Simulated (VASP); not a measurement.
Runs of VASP 6.6.1 on KNi. Symmetry: P4/mmm, No. 123, tetragonal system. The conventional cell has a = 3.660 Å, b = 3.660 Å, c = 3.479 Å, α = 90.00°, β = 90.00°, γ = 90.00°. K (site symmetry 4/mmm) has 8 Ni at 3.12 Å and 2 K at 3.48 Å as nearest neighbours. Ni (site symmetry 4/mmm) is surrounded by 8 K at 3.12 Å and 2 Ni at 3.48 Å. The cell was built by a generator and needn't be a form met in nature.

```tsv
task	level	potentials or basis	spin	U	cell	cutoff (eV)	smearing	LDAUTYPE	hund's J	gap on the mesh (eV)	pressure (GPa)	moment (μB)
single point	PBE	VASP PAW PBE potentials, release 64 (K_sv, Ni)	collinear, ferromagnetic start	-	as given	520	fermi-dirac 0.05 eV	-	-	none	4.5	0.71
relaxation of the atoms	LDA	VASP PAW LDA potentials, release 64 (K_sv, Ni)	collinear, ferromagnetic start	-	atoms relaxed	520	methfessel-paxton 0.1 eV	-	-	none	-0.8	0.41
single point	revPBE+U	VASP PAW PBE potentials, release 64 (K_sv, Ni)	collinear, ferromagnetic start	Ni d U = 3.5 eV, J = 1.0 eV	as given	520	tetrahedron	2	1	none	(a)	(b)
electron localisation function	PBE+D3+U	VASP PAW PBE potentials, release 64 (K_sv_GW, Ni_sv_GW)	collinear, zero start	Ni d U = 8 eV	atoms moved at random, drawn with an rms of 0.1 Å	600	gaussian 0.1 eV	-	-	none	0.9	0.00
relaxation of cell and atoms	PBE	VASP PAW PBE potentials, release 64 (K_sv, Ni)	collinear, ferromagnetic start	-	relaxed	600	methfessel-paxton 0.1 eV	-	-	none	0.0	0.00
```

Alike in all rows: k mesh 7 × 7 × 8.

Problem. Fill in the values left out.

Solution. (a) 6.9; (b) 0.90.

Caveats: the U is typed as a test and isn't derived for this compound (some runs); the relaxation stopped at its first step, so nothing moved (some runs); the PAW data sets were made with another functional, which shifts forces and pressure a little (some runs); tetrahedron occupations give inexact forces and stress in metals (some runs); pairwise dispersion overbinds metals, which lowers pressure and volume (some runs).

A gap of «none» marks a metal or a gap under the smearing width.

The runs don't all hold the same shells in valence.
